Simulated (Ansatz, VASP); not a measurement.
# Al (Al(310)) in two plane-wave programs

Wanted: the spread between two codes on one cell, functional and k mesh. Of the first pair: The structure shown is the start of the Ansatz relaxation below; VASP solves that cell, so the two are compared at the walk's first step.

Calculated with Ansatz 0.2.0; plane waves, with VASP 6.6.1 beside it; PBE.

**1. Starting point**

The cell holds 15 atoms: 15 Al. Its edges and angles: a = 4.050 Å, b = 6.404 Å, c = 25.965 Å, α = 90.0°, β = 90.0°, γ = 90.0°. Vacuum lies along c.

Coordinates:

```cif
data_structure
_symmetry_space_group_name_H-M 'P 1'
_symmetry_Int_Tables_number 1
_cell_length_a 4.0500
_cell_length_b 6.4036
_cell_length_c 25.9651
_cell_angle_alpha 90.000
_cell_angle_beta 90.000
_cell_angle_gamma 90.000
_cell_volume 673.39
loop_
_atom_site_label
_atom_site_type_symbol
_atom_site_fract_x
_atom_site_fract_y
_atom_site_fract_z
_atom_site_occupancy
Al1 Al 0.50000 0.90000 0.32736 1
Al2 Al 0.00000 0.20000 0.35203 1
Al3 Al 0.50000 0.50000 0.37669 1
Al4 Al 0.00000 0.80000 0.40135 1
Al5 Al 0.50000 0.10000 0.42601 1
Al6 Al 0.00000 0.40000 0.45068 1
Al7 Al 0.50000 0.70000 0.47534 1
Al8 Al 0.00000 0.00000 0.50000 1
Al9 Al 0.50000 0.30000 0.52466 1
Al10 Al 0.00000 0.60000 0.54932 1
Al11 Al 0.50000 0.90000 0.57399 1
Al12 Al 0.00000 0.20000 0.59865 1
Al13 Al 0.50000 0.50000 0.62331 1
Al14 Al 0.00000 0.80000 0.64797 1
Al15 Al 0.50000 0.10000 0.67264 1
```

**2. Ansatz: relaxation, PBE**

Ansatz runs on its default PAW (the set named soft_2) files.

The two programs are compared at the cell with which this relaxation starts, whose forces are those of its first step.

Input file input.yaml:

```yaml
crystal:
  lattice:
    - [4.05, 0.0, 0.0]
    - [0.0, 6.40361226, 0.0]
    - [0.0, 0.0, 25.9650571666]
  atoms:
    - { symbol: Al, position: [0.5, 0.9, 0.3273630382] }
    - { symbol: Al, position: [0.0, 0.2, 0.3520254613] }
    - { symbol: Al, position: [0.5, 0.5, 0.3766878844] }
    - { symbol: Al, position: [0.0, 0.8, 0.4013503075] }
    - { symbol: Al, position: [0.5, 0.1, 0.4260127306] }
    - { symbol: Al, position: [0.0, 0.4, 0.4506751538] }
    - { symbol: Al, position: [0.5, 0.7, 0.4753375769] }
    - { symbol: Al, position: [0.0, 0.0, 0.5] }
    - { symbol: Al, position: [0.5, 0.3, 0.5246624231] }
    - { symbol: Al, position: [0.0, 0.6, 0.5493248462] }
    - { symbol: Al, position: [0.5, 0.9, 0.5739872694] }
    - { symbol: Al, position: [0.0, 0.2, 0.5986496925] }
    - { symbol: Al, position: [0.5, 0.5, 0.6233121156] }
    - { symbol: Al, position: [0.0, 0.8, 0.6479745387] }
    - { symbol: Al, position: [0.5, 0.1, 0.6726369618] }
kpoints:
  mp_grid: { grid: [7, 5, 1] }
hamiltonian:
  xc: pbe
scf:
  occupations: { method: fermi_dirac, width: 0.1 }
  convergence: { dr2_threshold: 1.0e-08 }
efield:
  axis: 3
  dipole_correction: true
  ramp_position: 0.97
  ramp_width: 0.06
relax:
  f_tol: 0.015
  max_steps: 90
  constraints: [{ sites: [0, 1, 2, 3, 4] }]
output:
  write_potential: true
  write_density: true
  volumetric_format: npy
```

Command:

```console
$ ansatz run input.yaml --threads 2 --pin off --max-ram 3072MiB --backend cpu --events-out ev --progress --plain --runs-dir out
```

Numbers of over 12 decimals in the logs are rounded to 6 here.

The log of the run:

```text
Engine: ansatz 0.2.0, aarch64-unknown-linux-gnu
Pseudopotentials: kind: paw
Pseudopotential: Al, paw, valence charge 3, recommended cutoff 420 eV (normal), Al.paw.azcp
Functional definition: PBE
  parameter kappa = 0.804
  parameter beta = 0.066725
  exchange = pbe_x(kappa = kappa, mu = beta*pi^2/3)
  correlation = pbe_c(beta = beta)
Crystal: 15 atoms, lattice volume = 673.394 Å³
Basis set: ecut = 420 eV, 13203 PW (Γ), exchange–correlation on 60×90×360 points (8 copies of the dense FFT grid, shifted against one another)
Bands: 38, of which v1, the nominal top of the filled ones, is band 23 counted from 1 (22 counted from 0)
Symmetry: 2 space group operations
k-points: 12 of 35 (time reversal used)
Non-local potential: Al, projectors of the file, l = 0: 2, l = 1: 2, l = 2: 1
PAW form: soft (Blöchl's): semilocal exchange-correlation on the pseudo side does not see the compensation charge
PAW one-centre angular grid: Al, 110 points (default); XC on 64 Gauss nodes
Initial density: superposition of atomic densities (neutral atoms: chi_scale 0, normalization atom), corrected by the library's trained network
Initial wavefunctions: pseudopotential atomic-orbital guess
Functional: x = pbe(κ = 0.804, μ = 0.219515), c = pbe(β = 0.066725)
SCF iter   1: F=—  HF=-8059.290384 eV  |F-HF|=—  |Δ(HF+E_count)|=         —  Δρ=9.18e-4  dr2=1.69e-2  ethr=1.77e-3  p=0.000 e·Å  D=9.08e-15 V/Å  ΔV_dip=-0.00 eV  dr2_dipole=7.13e-9  V_vac-E_F(+/−)=4.08/4.08 eV  ⟨swp⟩=11.2  Hψ=3047  notcnv=0  defer=3
efield: sawtooth ramp at fractional position 0.9700 (set: `efield.ramp_position`, or a place that a band, a saddle search or an elastic batch's reference lends), width 0.0600; the density the first Hamiltonian is built on has a dipole p = 0.000 e·Å; the dipole correction subtracts the counter field D = 9.08e-15 V/Å, which shifts the + side's vacuum level by -0.00 eV against the − side's; the planar-averaged density in the ramp window peaks in size at 1.0e-5 e/Å³
preconditioner: auto → LDOS  [metal: Δε(μ)=0.016 eV  Ē_g=6.180 eV  σ=0.100 eV  W_gap=0.04  n_scr=50 (ndim 8)  ℏωp=9.6 eV  f_vac=0.505  D(μ)=6.73/eV (n_scr^D=24)  β→1.0]
SCF iter   2: F=—  HF=-8059.292085 eV  |F-HF|=—  |Δ(HF+E_count)|=   1.70e-3  Δρ=2.29e-4  dr2=1.56e-3  ethr=3.76e-5  p=-0.000 e·Å  D=-9.54e-6 V/Å  ΔV_dip=0.00 eV  dr2_dipole=1.00e-8  V_vac-E_F(+/−)=4.20/4.20 eV  ⟨swp⟩=2.1  Hψ=897  notcnv=0  defer=8
SCF iter   3: F=—  HF=-8059.292159 eV  |F-HF|=—  |Δ(HF+E_count)|=   7.43e-5  Δρ=6.29e-5  dr2=7.00e-5  ethr=3.46e-6  p=-0.000 e·Å  D=-2.36e-6 V/Å  ΔV_dip=0.00 eV  dr2_dipole=1.05e-10  V_vac-E_F(+/−)=4.19/4.19 eV  ⟨swp⟩=2.6  Hψ=731  notcnv=0  defer=8
SCF iter   4: F=—  HF=-8059.292149 eV  |F-HF|=—  |Δ(HF+E_count)|=   1.04e-5  Δρ=1.96e-5  dr2=6.06e-6  ethr=1.56e-7  p=-0.000 e·Å  D=-5.14e-7 V/Å  ΔV_dip=0.00 eV  dr2_dipole=2.34e-13  V_vac-E_F(+/−)=4.19/4.19 eV  ⟨swp⟩=2.3  Hψ=797  notcnv=0  defer=8
SCF iter   5: F=—  HF=-8059.292169 eV  |F-HF|=—  |Δ(HF+E_count)|=   1.99e-5  Δρ=4.22e-6  dr2=3.71e-7  ethr=1.35e-8  p=-0.000 e·Å  D=-1.21e-7 V/Å  ΔV_dip=0.00 eV  dr2_dipole=1.60e-12  V_vac-E_F(+/−)=4.19/4.19 eV  ⟨swp⟩=2.2  Hψ=725  notcnv=0  defer=8
SCF iter   6: F=-8059.292169 eV  HF=-8059.292169 eV  |F-HF|=2.39e-8  |Δ(HF+E_count)|=   2.72e-7  Δρ=8.94e-7  dr2=9.45e-9  ethr=2.22e-11  p=-0.000 e·Å  D=-2.12e-8 V/Å  ΔV_dip=0.00 eV  dr2_dipole=2.33e-16  V_vac-E_F(+/−)=4.19/4.19 eV  ⟨swp⟩=9.1  Hψ=3503  notcnv=0
SCF 1 converged in 6 iterations: F = -8059.292169 eV  dr2 = 9.45e-9
  greatest PAW one-centre occupation: 0.505 electrons in one spin orbital (limit 2), on the Al atom at site 14 (counted from 0), in its partial waves of l = 0
relax step   1: F+E_penalty+E_count = -8059.29216892 eV  Δ(F+E_penalty+E_count) = +0.000e0 eV  max|allowed force component| = 3.587e-1 eV/Å  Δτ_max = 0.0000 Å  (6 SCF iters, accepted)
[...]
relax step   4: F+E_penalty+E_count = -8059.35025115 eV  Δ(F+E_penalty+E_count) = -3.855e-3 eV  max|allowed force component| = 1.738e-2 eV/Å  Δτ_max = 0.0719 Å  (7 SCF iters, accepted)
[...]
relax step   5: F+E_penalty+E_count = -8059.35041718 eV  Δ(F+E_penalty+E_count) = -1.660e-4 eV  max|allowed force component| = 4.692e-3 eV/Å  Δτ_max = 0.0124 Å  (5 SCF iters, accepted)
NSCF: frozen V_eff on 12 k-points
the band table was solved once a step of the walk had ended and its energy, with any forces and stress, was formed, with the checks that follow a solve (2971 applications of the Hamiltonian). They found nothing against the state; the energy, forces and stress were not computed again (output.eigenvalues in the input reference)
SCF converged after 5 iterations
Free energy (F): -8059.350417 eV
Harris-Foulkes:  -8059.350417 eV  (|F-HF|=7.92e-9)
Internal energy: -8059.137814 eV  (E = F + TS)
E sigma→0 (E₀):  -8059.244115 eV
Entropy (-TS):   -0.212603 eV (-14.174 meV/atom)
Fermi energy:    0.326864 eV
Dipole field:    D = 0.000127 V/Å  (p = 0.000472 e·Å, saw-weighted, corrected)
Work function:   Φ+ = 4.1854 eV   Φ− = 4.1887 eV
Levels:          The Fermi level and band energies are counted from a zero that moves with the ramp; work functions are not
--- Per-component energies (eV) ---
  E_band       = -169.520786
  E_kinetic    = 323.304217
  E_local      = -11725.768115  (includes V_loc(G=0)·N_el)
  E_nonlocal   = 157.385344
  E_hartree    = 5775.180449
  E_xc         = -585.630765
  E_vxc        = -420.341658  (∫ρ·V_xc dr)
  E_paw        = -7009.418937  (= ΣΔE_a)
  E_vpaw       = -54.462922  (= ΣTr[D̂ρ^β])
  E_aug_tail   = -0.000032  (compensation charges beyond the density's cutoff)
  E_efield     = 0.000000  (sawtooth field / dipole correction)
  E_vefield    = -0.000052  (∫n·V_field dr)
  E_ewald      = 5005.810025
  E_smearing   = -0.212603  (= −TS)
  E_closure    = 0.000000  (closes the sum)
  Σ components = -8059.350417   (vs F -8059.350417, Δ=0.00e0)
--- Forces (eV/Å), atoms counted from 1 ---
  atom   1  Al     0.00000000     0.14746902     0.36092348
  atom   2  Al     0.00000000    -0.11834973    -0.09186171
  atom   3  Al     0.00000000     0.06481881    -0.22424940
  atom   4  Al     0.00000000    -0.02946154    -0.02723986
  atom   5  Al     0.00000000    -0.06133857    -0.01653051
  atom   6  Al     0.00000000    -0.00148072     0.00372788
  atom   7  Al     0.00000000     0.00074398     0.00299372
  atom   8  Al     0.00000000    -0.00174923     0.00456808
  atom   9  Al     0.00000000    -0.00180953     0.00005645
  atom  10  Al     0.00000000     0.00115761    -0.00280675
  atom  11  Al     0.00000000     0.00187911     0.00251114
  atom  12  Al     0.00000000    -0.00424627    -0.00370814
  atom  13  Al     0.00000000    -0.00008523    -0.00247696
  atom  14  Al     0.00000000     0.00153018    -0.00469222
  atom  15  Al     0.00000000     0.00091876    -0.00121469
  max |Σ_I F_I| component: 3.37e-6 eV/Å
--- Band table (eV; the first three rows and the last of 12) ---
  k-point 0: bands = [... 19 lower, 0.1997, 0.2514, 1.0960, 1.1245, 1.2580, 1.7477, 1.7819, 2.0941, ... 11 higher]
  k-point 1: bands = [... 19 lower, 0.2976, 0.3646, 0.7400, 0.8640, 1.1095, 1.2691, 1.4223, 1.8458, ... 11 higher]
  k-point 2: bands = [... 19 lower, -0.1677, -0.0241, 0.3493, 0.5902, 0.6677, 0.7763, 1.0766, 1.3550, ... 11 higher]
  k-point 11: bands = [... 19 lower, -0.7125, -0.4081, -0.1851, 0.0341, 0.2710, 0.3241, 0.8548, 0.9215, ... 11 higher]
--- Relaxed structure (5 steps of the walk, 4 accepted, 0 SCFs on fresh bases) ---
  F+E_penalty+E_count = -8059.35041718 eV   max|allowed force component| = 4.692e-3 eV/Å
  atoms:
    - { symbol: Al, position: [0.5, 0.9, 0.327363] }
    - { symbol: Al, position: [0.0, 0.2, 0.3520254613] }
    - { symbol: Al, position: [0.5, 0.5, 0.3766878844] }
    - { symbol: Al, position: [0.0, 0.8, 0.4013503075] }
    - { symbol: Al, position: [0.5, 0.1, 0.426013] }
    - { symbol: Al, position: [0.0, 0.399657, 0.450822] }
    - { symbol: Al, position: [0.5, 0.693469, 0.476104] }
    - { symbol: Al, position: [0.0, -0.00848959, 0.499945] }
    - { symbol: Al, position: [0.5, 0.289431, 0.525247] }
    - { symbol: Al, position: [0.0, 0.581885, 0.551564] }
    - { symbol: Al, position: [0.5, 0.879060, 0.573426] }
    - { symbol: Al, position: [0.0, 0.183398, 0.598679] }
    - { symbol: Al, position: [0.5, 0.480012, 0.628351] }
    - { symbol: Al, position: [0.0, 0.782956, 0.649791] }
    - { symbol: Al, position: [0.5, 0.070793, 0.667910] }
```

(Part 1 of 3 ends here.)

[Lines on the potential files, build, host, timing and source positions are cut from VASP's logs without a mark.]

[Logs are printed without paths, hosts, clocks, repeated set-up lines and the standing remarks that a program may print on its own settings, such as how far it seeks lower states.]

[Hosts, paths, dates, database ids (printed as entryN), source tags and the programs' standing remarks are cut or masked in the printed files.]
